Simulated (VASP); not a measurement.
All values below come from SCAN meta-GGA, VASP's PBE PAW potentials (set 64) (plane waves; VASP).

Input for VASP

### KPOINTS
```
Automatic mesh
0
Gamma
11 11 11
0 0 0
```

### POSCAR
```
CuZn
1.0
  2.9500000000   0.0000000000   0.0000000000
  0.0000000000   2.9500000000   0.0000000000
  0.0000000000   0.0000000000   2.9500000000
Zn Cu
1 1
Direct
  0.5000000000   0.5000000000   0.5000000000
  0.0000000000   0.0000000000   0.0000000000
```

### INCAR
```
LMAXMIX  =  4
LMIXTAU  =  .TRUE.
ALGO  =  Normal
METAGGA  =  SCAN
EDIFF  =  1E-6
SYSTEM  =  CuZn
LWAVE  =  .FALSE.
ISIF  =  3
LREAL  =  .FALSE.   # projection in real space or not
LCHARG  =  .FALSE.
SIGMA  =  0.1   # width (eV)
LASPH  =  .TRUE.
ENCUT  =  520
NSW  =  60
EDIFFG  =  -0.01   # ionic stop
ISMEAR  =  1
PREC  =  Accurate
NELM  =  100   # most electronic steps
IBRION  =  2
```

POTCAR, in this order: Zn Cu (PBE.64 set). Program: vasp_std.

Output of the run:

**OSZICAR**
```
       N       E                     dE             d eps       ncg     rms          rms(c)
DAV:   1     0.888859846553E+02    0.88886E+02   -0.11962E+04  1736   0.260E+03
DAV:   2    -0.293929607833E+02   -0.11828E+03   -0.11495E+03  1680   0.334E+02
DAV:   3    -0.328093496452E+02   -0.34164E+01   -0.34085E+01  1995   0.773E+01
DAV:   4    -0.328357453298E+02   -0.26396E-01   -0.26391E-01  1988   0.608E+00
DAV:   5    -0.328361151727E+02   -0.36984E-03   -0.36984E-03  2232   0.749E-01    0.972E+00
DAV:   6    -0.300042359530E+02    0.28319E+01   -0.24832E+01  1740   0.132E+02    0.722E+00
DAV:   7    -0.287820245876E+02    0.12222E+01   -0.46176E+00  1789   0.103E+02    0.240E+00
DAV:   8    -0.288202982937E+02   -0.38274E-01   -0.51310E-01  2685   0.157E+01    0.164E+00
DAV:   9    -0.288113549137E+02    0.89434E-02   -0.57050E-02  2465   0.563E+00    0.352E-01
DAV:  10    -0.288157554652E+02   -0.44006E-02   -0.30396E-02  2400   0.327E+00    0.754E-02
DAV:  11    -0.288167275866E+02   -0.97212E-03   -0.21207E-03  2094   0.645E-01    0.701E-02
DAV:  12    -0.288173005286E+02   -0.57294E-03   -0.79866E-04  2505   0.470E-01    0.241E-02
DAV:  13    -0.288172783793E+02    0.22149E-04   -0.10716E-04  1841   0.128E-01    0.159E-02
DAV:  14    -0.288172491946E+02    0.29185E-04   -0.61409E-05  2279   0.199E-01    0.574E-03
DAV:  15    -0.288172456114E+02    0.35832E-05   -0.52886E-06  2087   0.538E-02    0.234E-03
DAV:  16    -0.288172435163E+02    0.20952E-05   -0.57769E-07  1078   0.171E-02    0.359E-04
DAV:  17    -0.288172430184E+02    0.49791E-06   -0.10356E-07   931   0.576E-03
   1 F= -.28817243E+02 E0= -.28817308E+02  d E =-.288172E+02
       N       E                     dE             d eps       ncg     rms          rms(c)
DAV:   1    -0.312851788215E+02   -0.24679E+01   -0.29827E+01  1680   0.130E+02    0.128E+01
DAV:   2    -0.298008937615E+02    0.14843E+01   -0.20912E+01  1717   0.131E+02    0.597E+00
DAV:   3    -0.289042862906E+02    0.89661E+00   -0.44104E+00  1776   0.110E+02    0.254E+00
DAV:   4    -0.288439753255E+02    0.60311E-01   -0.25977E-01  2505   0.991E+00    0.117E+00
DAV:   5    -0.288245341087E+02    0.19441E-01   -0.25879E-02  2715   0.323E+00    0.111E-01
DAV:   6    -0.288265884460E+02   -0.20543E-02   -0.62712E-03  1995   0.921E-01    0.777E-02
DAV:   7    -0.288267418192E+02   -0.15337E-03   -0.58300E-04  1989   0.406E-01    0.224E-02
DAV:   8    -0.288267775153E+02   -0.35696E-04   -0.29171E-04  1925   0.253E-01    0.147E-02
DAV:   9    -0.288268214497E+02   -0.43934E-04   -0.60858E-05  1984   0.135E-01    0.248E-03
DAV:  10    -0.288268319884E+02   -0.10539E-04   -0.48584E-06  1862   0.365E-02    0.273E-03
DAV:  11    -0.288268305892E+02    0.13992E-05   -0.15515E-06  1288   0.260E-02    0.850E-04
DAV:  12    -0.288268305970E+02   -0.78057E-08   -0.22134E-07   868   0.830E-03
   2 F= -.28826831E+02 E0= -.28826780E+02  d E =-.958758E-02
       N       E                     dE             d eps       ncg     rms          rms(c)
DAV:   1    -0.293057729998E+02   -0.47894E+00   -0.65727E+00  1680   0.670E+01    0.520E+00
DAV:   2    -0.289546617461E+02    0.35111E+00   -0.29546E+00  1701   0.481E+01    0.225E+00
DAV:   3    -0.288681793002E+02    0.86482E-01   -0.80405E-01  1776   0.277E+01    0.157E+00
DAV:   4    -0.288417149891E+02    0.26464E-01   -0.49695E-02  2070   0.714E+00    0.603E-01
DAV:   5    -0.288361673837E+02    0.55476E-02   -0.96522E-03  2616   0.225E+00    0.112E-01
DAV:   6    -0.288364032047E+02   -0.23582E-03   -0.12776E-03  2421   0.745E-01    0.457E-02
DAV:   7    -0.288363812026E+02    0.22002E-04   -0.15679E-04  2564   0.361E-01    0.797E-03
DAV:   8    -0.288364205071E+02   -0.39305E-04   -0.42587E-05  1932   0.835E-02    0.579E-03
DAV:   9    -0.288364202766E+02    0.23049E-06   -0.55891E-06  2264   0.541E-02
   3 F= -.28836420E+02 E0= -.28836415E+02  d E =-.191773E-01
```

**OUTCAR**
```
------------------------ aborting loop because EDIFF is reached ----------------------------------------
  FORCE on cell =-STRESS in cart. coord.  units (eV):
  Direction    XX          YY          ZZ          XY          YZ          ZX
  --------------------------------------------------------------------------------------
  Total       -0.0156300     -0.0156300     -0.0156300     -0.0000000     -0.0000000      0.0000000
  in kB       -1.0159299     -1.0159299     -1.0159299     -0.0000000     -0.0000000      0.0000000
  external PRESSURE =      -1.0159299 kB  Pullay stress =       0.0000000 kB
  volume of cell :       24.65
      direct lattice vectors                 reciprocal lattice vectors
     2.910285883  0.000000000 -0.000000000     0.343608855 -0.000000000 -0.000000000
     0.000000000  2.910285883 -0.000000000    -0.000000000  0.343608855 -0.000000000
     0.000000000  0.000000000  2.910285883     0.000000000  0.000000000  0.343608855
 POSITION                                       TOTAL-FORCE (eV/Angst)
 -----------------------------------------------------------------------------------
      1.45514      1.45514      1.45514         0.000000      0.000000      0.000000
      0.00000      0.00000      0.00000        -0.000000     -0.000000      0.000000
 -----------------------------------------------------------------------------------
    total drift:                                0.000000      0.000000     -0.000000
  FREE ENERGIE OF THE ION-ELECTRON SYSTEM (eV)
  ---------------------------------------------------
  free  energy   TOTEN  =       -28.8364202766 eV

  energy  without entropy=      -28.8364042682  energy(sigma->0) =      -28.83641494

 reached required accuracy - stopping structural energy minimisation
```
(Selected blocks of OUTCAR.)

### CONTCAR
```
CuZn
   1.00000000000000
     2.9102858827373983    0.0000000000000000   -0.0000000000000000
     0.0000000000000000    2.9102858827373983   -0.0000000000000000
     0.0000000000000000    0.0000000000000000    2.9102858827373983
  Zn              Cu
     1     1
Direct
     0.5000000000000000    0.5000000000000000    0.5000000000000000
     0.0000000000000000    0.0000000000000000    0.0000000000000000
```

File OUTCAR:
```
 val. band max:        5.3320580306   @ k =   0.3636   0.1818   0.1818

 cond. band min:       5.4979785924   @ k =   0.4545   0.3636   0.3636


 Fermi energy:         5.4676799464

 k-point     1 :       0.0000    0.0000    0.0000
  band No.  band energies     occupation
      1      -5.5728      2.00000
      2      -2.6655      2.00000
      3      -2.6655      2.00000
      4      -1.8515      2.00000
      5      -1.8515      2.00000
      6      -1.8515      2.00000
      7       1.7699      2.00000
      8       1.7699      2.00000
      9       2.7119      2.00000
     10       2.7119      2.00000
     11       2.7119      2.00000
     12      12.3245      0.00000
     13      12.3245      0.00000
     14      12.3245      0.00000
     15      17.2786      0.00000

 k-point     2 :       0.0909    0.0000    0.0000
  band No.  band energies     occupation
      1      -5.4121      2.00000
      2      -2.6449      2.00000
      3      -2.6305      2.00000
      4      -1.8662      2.00000
      5      -1.8662      2.00000
      6      -1.8442      2.00000
      7       1.7597      2.00000
      8       1.7832      2.00000
      9       2.6574      2.00000
     10       2.6574      2.00000
     11       2.7056      2.00000
     12      10.8783      0.00000
     13      12.5689      0.00000
     14      12.5689      0.00000
     15      17.3639      0.00000

 k-point     3 :       0.1818    0.0000    0.0000
  band No.  band energies     occupation
      1      -4.9387      2.00000
      2      -2.5892      2.00000
      3      -2.5310      2.00000
      4      -1.9053      2.00000
      5      -1.9053      2.00000
      6      -1.8246      2.00000
      7       1.7316      2.00000
      8       1.8030      2.00000
      9       2.5181      2.00000
     10       2.5181      2.00000
     11       2.6885      2.00000
     12       8.4211      0.00000
     13      13.2760      0.00000
     14      13.2760      0.00000
     15      17.6229      0.00000
...
```

Energy and stress use the plane-wave basis of the starting cell.

The compound is CuZn in the CsCl type structure. This run relaxes it. Symmetry was kept, so distortions that lower it aren't found. The electron count is odd and the run is not spin-polarised, which forces a metal.
